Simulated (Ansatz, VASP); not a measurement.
# CeO2: VASP beside Ansatz, part 2 of 2

One calculation is typed for both programs; each brings its own data sets and cutoff. How far apart do they land? The cell is a member of a volume series, scaled by 1.015 from a relaxed one, so a pressure remains.

VASP 6.6.1 and Ansatz 0.2.0.

So far. Step 2 (Ansatz: single point, PBEsol, volume scaled by 1.015): The run ends at a pressure of -2.76 GPa.

### Step 7. Ansatz: single point, PBEsol, volume scaled by 0.97

Level of this step: Ansatz beside VASP: Kohn-Sham DFT, plane waves, PBEsol (Ansatz).

The same cell, functional, mesh and smearing now go to Ansatz, which takes its cutoff from its data sets.

The cell is a member of a volume series, scaled by 0.97 from a relaxed one, so a pressure remains.

input.yaml

```yaml
crystal:
  lattice:
    - [0.0, 2.67171575, 2.67171575]
    - [2.67171575, 0.0, 2.67171575]
    - [2.67171575, 2.67171575, 0.0]
  atoms:
    - { symbol: Ce, position: [0.0, 0.0, 0.0] }
    - { symbol: O, position: [0.75, 0.75, 0.75] }
    - { symbol: O, position: [0.25, 0.25, 0.25] }
hamiltonian:
  xc: pbesol
  pseudopotentials: { kind: paw }
kpoints:
  mp_grid: { grid: [8, 8, 8] }
scf:
  occupations: { method: gaussian, width: 0.03 }
  n_extra_bands: 4
output:
  forces: true
  stress: true
  eigenvalues: true
```

Command:

```sh
> ansatz run input.yaml --threads 2 --pin off --max-ram 4608MiB --backend cpu --events-out ev --progress --plain --runs-dir out
```

Numbers of over 12 decimals in the logs are rounded to 6 here.

Output:

```text
[...]
Crystal: 3 atoms, lattice volume = 38.142 Å³
Basis set: ecut = 420 eV, 725 PW (Γ), exchange–correlation on 54×54×54 points (8 copies of the dense FFT grid, shifted against one another)
Bands: 16, of which v1, the nominal top of the filled ones, is band 12 counted from 1 (11 counted from 0)
Symmetry: 48 space group operations
[...]
k-points: 29 of 512
[...]
--- Band table (eV; the first three rows and the last of 29) ---
  k-point 0: bands = [... 8 lower, 7.5243, 10.9994, 10.9994, 10.9994, 14.1461, 14.1461, 14.1461, 14.4503]
  k-point 1: bands = [... 8 lower, 7.9589, 10.8524, 10.9385, 10.9385, 14.1274, 14.1274, 14.1477, 14.4694]
  k-point 2: bands = [... 8 lower, 8.9732, 10.6023, 10.8357, 10.8357, 14.0711, 14.0711, 14.1515, 14.3511]
  k-point 28: bands = [... 8 lower, 10.5816, 10.5816, 10.8682, 10.9201, 13.8632, 14.0090, 14.0090, 14.2699]
[key lines of the parts left out:]
SCF converged after 8 iterations
Free energy (F): -7611.902892 eV
Fermi energy:    12.741553 eV
P = ⅓ Tr σ = 6.2796 GPa (62.796 kbar)
```

Run time: 1.8 s. Hardware: 2 threads of Arm Neoverse N1, shared host; peak memory 0.29 GiB; 3.1 s of CPU time.

The run ends at a pressure of 6.28 GPa.

### Step 8. Differences

Both answers:

| quantity | Ansatz | VASP | difference |
| --- | --- | --- | --- |
| pressure (GPa) | 6.28 | 6.29 | -0.01 |
| pressure without Ansatz's Pulay correction (GPa) | 5.61 | 6.29 | -0.68 |
| gap on the k mesh (eV) | 2.083 | 2.058 | +0.025 |

A gap on the mesh is an upper bound, since the band edges may lie between its points. Ansatz's pressure holds a Pulay correction of 0.67 GPa; VASP's holds none.

### Step 9. Other set-ups

Further runs change the set-up of one program: Ansatz's method, potentials or start, or VASP's data sets, cutoff or form of LDA. The table gives Ansatz less VASP for each quantity, since a change that brings one quantity closer may part another.

| run | pressure (GPa) | gap on the k mesh (eV) |
| --- | --- | --- |
| as above | -0.014 | 0.025 |
| Ansatz's all-electron LAPW method | 0.060 | 0.047 |

### Step 10. Ansatz: single point, PBEsol, volume scaled by 1.03

A single point gives forces, pressure and levels at one fixed geometry, so differences don't come from the geometry; what else differs is listed under the comparison. The cell compared in this pair holds 40.50 Å³, against 38.14 Å³ for the pair before.

The cell is a member of a volume series, scaled by 1.03 from a relaxed one, so a pressure remains.

input.yaml, the sections that differ from step 7:

```yaml
crystal:
  lattice:
    - [0.0, 2.72570435, 2.72570435]
    - [2.72570435, 0.0, 2.72570435]
    - [2.72570435, 2.72570435, 0.0]
  atoms:
    - { symbol: Ce, position: [0.0, 0.0, 0.0] }
    - { symbol: O, position: [0.75, 0.75, 0.75] }
    - { symbol: O, position: [0.25, 0.25, 0.25] }
output:
  forces: true
  stress: true
  eigenvalues: true
  write_density: true
  write_potential: true
  elf: true
  volumetric_format: npy
# hamiltonian, kpoints, scf: as in step 7
```

Output:

```text
[...]
Crystal: 3 atoms, lattice volume = 40.501 Å³
Basis set: ecut = 420 eV, 749 PW (Γ), exchange–correlation on 54×54×54 points (8 copies of the dense FFT grid, shifted against one another)
Bands: 16, of which v1, the nominal top of the filled ones, is band 12 counted from 1 (11 counted from 0)
Symmetry: 48 space group operations
[...]
k-points: 29 of 512
[...]
--- Band table (eV; the first three rows and the last of 29) ---
  k-point 0: bands = [... 8 lower, 6.8926, 10.1060, 10.1060, 10.1060, 12.9122, 12.9122, 12.9122, 13.1679]
  k-point 1: bands = [... 8 lower, 7.2751, 9.9593, 10.0469, 10.0469, 12.8978, 12.8978, 12.9135, 13.1870]
  k-point 2: bands = [... 8 lower, 8.1783, 9.6975, 9.9357, 9.9357, 12.8506, 12.8506, 12.9168, 13.0957]
  k-point 28: bands = [... 8 lower, 9.6378, 9.6378, 9.9974, 10.0518, 12.6765, 12.7913, 12.7913, 13.0238]
[key lines of the parts left out:]
SCF converged after 8 iterations
Free energy (F): -7611.905109 eV
Fermi energy:    11.651526 eV
P = ⅓ Tr σ = -5.3174 GPa (-53.174 kbar)
```

The job ended after 2.4 s (2 threads; peak memory 0.3 GiB; 4 s of CPU time).

The run ends at a pressure of -5.32 GPa.

### Step 11. VASP: single point, PBEsol, volume scaled by 1.03

The same cell, functional, mesh and smearing now go to VASP, with its own data sets and cutoff.

The input asks for a relaxation, which ended at its first step since no free force or stress exceeded the threshold; so it serves as a single point.

INCAR

```
SYSTEM = CeO2
PREC = Accurate
ENCUT = 560
EDIFF = 1E-07
NELM = 100
ISMEAR = 0
SIGMA = 0.03
LREAL = .FALSE.
ALGO = Normal
GGA = PS
NBANDS = 18
LASPH = .TRUE.
LORBIT = 11
LWAVE = .FALSE.
LCHARG = .FALSE.
KPAR = 4
IBRION = 2
NSW = 50
ISIF = 4
EDIFFG = -0.002
```

POSCAR

```
CeO2
1.0
    0.0000000000      2.7257043518      2.7257043518
    2.7257043518      0.0000000000      2.7257043518
    2.7257043518      2.7257043518      0.0000000000
Ce O
1 2
Direct
    0.0000000000      0.0000000000      0.0000000000
    0.7500000000      0.7500000000      0.7500000000
    0.2500000000      0.2500000000      0.2500000000
```

KPOINTS

```
Automatic mesh
0
Gamma
8 8 8
0 0 0
```

PAW data sets: Ce and O (PBE family, release 64).

Command:

```sh
> mpirun -np 4 vasp_std
```

Output:

```text
[... set-up lines as in an earlier step ...]
 entering main loop
       N       E                     dE             d eps       ncg     rms          rms(c)
DAV:   1     0.241646643646E+03    0.24165E+03   -0.12253E+04  1052   0.187E+03
DAV:   2     0.187846052471E+02   -0.22286E+03   -0.20064E+03  1314   0.307E+02
DAV:   3    -0.305340513925E+02   -0.49319E+02   -0.44609E+02  1312   0.151E+02
DAV:   4    -0.325517078533E+02   -0.20177E+01   -0.20159E+01  1396   0.347E+01
[...]
DAV:  19    -0.275277372674E+02    0.63500E-05   -0.16651E-05  1432   0.447E-02    0.736E-03
DAV:  20    -0.275277368688E+02    0.39860E-06   -0.24164E-06  1812   0.146E-02    0.265E-03
DAV:  21    -0.275277368455E+02    0.23231E-07   -0.93685E-08   808   0.251E-03
   1 F= -.27527737E+02 E0= -.27527737E+02  d E =-.275277E+02
[...]
reached required accuracy - stopping structural energy minimisation
```

From OUTCAR (step 11):

```text
  Total       -1.3484523     -1.3484523     -1.3484523      0.0000000      0.0000000     -0.0000000
  in kB      -53.3433079    -53.3433079    -53.3433079      0.0000000      0.0000000     -0.0000000
  external PRESSURE =     -53.3433079 kB  Pullay stress =       0.0000000 kB

 POSITION                                       TOTAL-FORCE (eV/Angst)
 -----------------------------------------------------------------------------------
      0.00000      0.00000      0.00000         0.000000      0.000000      0.000000
      4.08856      4.08856      4.08856         0.000000      0.000000      0.000000
      1.36285      1.36285      1.36285        -0.000000     -0.000000     -0.000000
 -----------------------------------------------------------------------------------
    total drift:                                0.000000     -0.000000      0.000000

  FREE ENERGIE OF THE ION-ELECTRON SYSTEM (eV)
  ---------------------------------------------------
  free  energy   TOTEN  =       -27.5277368455 eV

  energy  without entropy=      -27.5277368455  energy(sigma->0) =      -27.52773685

[... 2 parts as in an earlier step ...]

[... 2 further parts left out ...]
[key lines of the parts left out:]
E-fermi :   5.2084
```

### Step 12. Side by side

Both answers:

| quantity | Ansatz | VASP | difference |
| --- | --- | --- | --- |
| pressure (GPa) | -5.32 | -5.33 | +0.02 |
| pressure without Ansatz's Pulay correction (GPa) | -5.94 | -5.33 | -0.60 |
| gap on the k mesh (eV) | 1.909 | 1.888 | +0.021 |

A gap on the mesh is an upper bound, since the band edges may lie between its points. Ansatz's pressure holds a Pulay correction of 0.62 GPa; VASP's holds none.

### Step 13. Further runs

Further runs change the set-up of one program: Ansatz's method, potentials or start, or VASP's data sets, cutoff or form of LDA. The table gives Ansatz less VASP for each quantity, since a change that brings one quantity closer may part another.

| run | pressure (GPa) | gap on the k mesh (eV) |
| --- | --- | --- |
| as above | 0.017 | 0.021 |
| Ansatz's all-electron LAPW method | 0.049 | 0.043 |

### Step 14. Results

| Quantity | Value |
| --- | --- |
| difference in gap on the k mesh (single point, PBEsol, volume scaled by 1.015) | 0.022 eV |
| difference in gap on the k mesh (single point, PBEsol, volume scaled by 0.97) | 0.025 eV |
| difference in gap on the k mesh (single point, PBEsol, volume scaled by 1.03) | 0.021 eV |

**Reading.** The difference in gap on the k mesh is 0.025 eV (single point, PBEsol, volume scaled by 0.97), within the 0.08 eV picked in this series as the mark of a large difference. Single point, PBEsol, volume scaled by 1.015, Ansatz's all-electron LAPW method: the difference in pressure goes from 0.0016 to 0.044 GPa; the difference in gap on the k mesh goes from 0.022 to 0.044 eV. Single point, PBEsol, volume scaled by 0.97, Ansatz's all-electron LAPW method: the difference in pressure goes from -0.014 to 0.060 GPa; the difference in gap on the k mesh goes from 0.025 to 0.047 eV. Single point, PBEsol, volume scaled by 1.03, Ansatz's all-electron LAPW method: the difference in pressure goes from 0.017 to 0.049 GPa; the difference in gap on the k mesh goes from 0.021 to 0.043 eV. 3 further runs of this series are not shown here. How closely two codes agree says nothing of how well the functional describes the real material.

[Lines on the potential files, build, host, timing and source positions are cut from VASP's logs without a mark.]

[Logs are printed without paths, hosts, clocks, repeated set-up lines and the standing remarks that a program may print on its own settings, such as how far it seeks lower states.]

[Hosts, paths, dates, database ids (printed as entryN), source tags and the programs' standing remarks are cut or masked in the printed files.]
